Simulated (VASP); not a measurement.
Here is the system:

```xyz
2
Lattice="0.0000 3.1644 3.1644 3.1644 0.0000 3.1644 3.1644 3.1644 0.0000" Properties=species:S:1:pos:R:3 pbc="T T T"
Tl     0.0000     0.0000     0.0000
Bi     3.1644     3.1644     3.1644
```

Computed with PBEsol GGA, VASP's PBE PAW potentials (set 64) (plane waves; VASP). Settings: 400 eV cut-off, 7×7×7 Γ-centred mesh, Gaussian smearing of 0.050 eV, potentials Tl_d Bi_d.

**Question.** The ions, cell shape and volume are relaxed. Predict the relaxed structure.

**Answer.** 
```xyz
2
Lattice="0.0000 3.1479 3.1479 3.1479 0.0000 3.1479 3.1479 3.1479 0.0000" Properties=species:S:1:pos:R:3 pbc="T T T"
Tl     0.0000     0.0000     0.0000
Bi     3.1479     3.1479     3.1479
```
Space group Fm-3m (225), at a tolerance of 0.03 Å.

**Question.** How do energy and volume change from the first to the last step?

**Answer.** The energy (σ→0) changes by -1.2 meV/atom and the volume by -1.6 %, in 3 ionic steps.

The structure was generated: TlBi was put into the rock salt type (Fm-3m), which need not be its known phase. This run relaxes it. Symmetry was kept, so distortions that lower it aren't found.
